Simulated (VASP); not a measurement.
An input for Quantum ESPRESSO's pw.x (written as the equivalent of a VASP run, and not itself run):

```
&CONTROL
  calculation = 'scf'
  pseudo_dir = './pseudo'
  outdir = './out'
  tprnfor = .true.
  tstress = .true.
/
&SYSTEM
  ibrav = 0
  nat = 3
  ntyp = 1
  ecutwfc = 82.3
  occupations = 'smearing'
  smearing = 'gaussian'
  degauss = 0.003675
  input_dft = 'pbesol'
/
&ELECTRONS
  conv_thr = 7.3e-09
  electron_maxstep = 100
/
ATOMIC_SPECIES
  Te 127.600 Te.upf
CELL_PARAMETERS angstrom
     2.1643133   -3.7487003    0.0000000
     2.1643133    3.7487003   -0.0000000
    -0.0000000   -0.0000000    5.9665424
ATOMIC_POSITIONS crystal
  Te   0.9537960  0.2347030  0.6666670
  Te   0.7190930  0.7190930  0.0000000
  Te   0.2809070  1.0000000  0.3333330
K_POINTS automatic
  6 6 4 0 0 0
```

Problem. Write the VASP files for the same calculation (PBEsol).

Solution. Several could match; the one computed here: 
INCAR:
```
ALGO = Normal
EDIFF = 1E-7
ENCUT = 480
GGA = PS
ISIF = 2
ISMEAR = 0
LASPH = .TRUE.
LCHARG = .FALSE.
LMAXMIX = 4
LREAL = .FALSE.
LWAVE = .FALSE.
NELM = 100
PREC = Accurate
SIGMA = 0.05
SYSTEM = Te
```

**POSCAR**
```
Te
4.3286260
  0.5000000663  -0.8660254551   0.0000000000
  0.5000000663   0.8660254551   0.0000000000
  0.0000000000   0.0000000000   1.3783917469
Te
3
Cart
  0.5942495529  -0.6227528323   0.9189282907
  0.7190930834  -0.0000000000   0.0000000000
  0.6404535908   0.6227528323   0.4594634562
```

**KPOINTS**
```
Regular mesh
0
gamma
  6 6 4
0 0 0
```

POTCAR, in this order: Te (PBE.64 set). Program: vasp_std.

What does not carry over: the potentials are each code's own (VASP's PAW set, PseudoDojo norm-conserving files in pw.x), so ENCUT and ecutwfc are chosen apart and not converted; conv_thr bounds pw.x's estimated SCF error, while EDIFF bounds the energy change between steps.

The compound is Te in the trig structure. This cell was strained or had an atom moved on purpose.
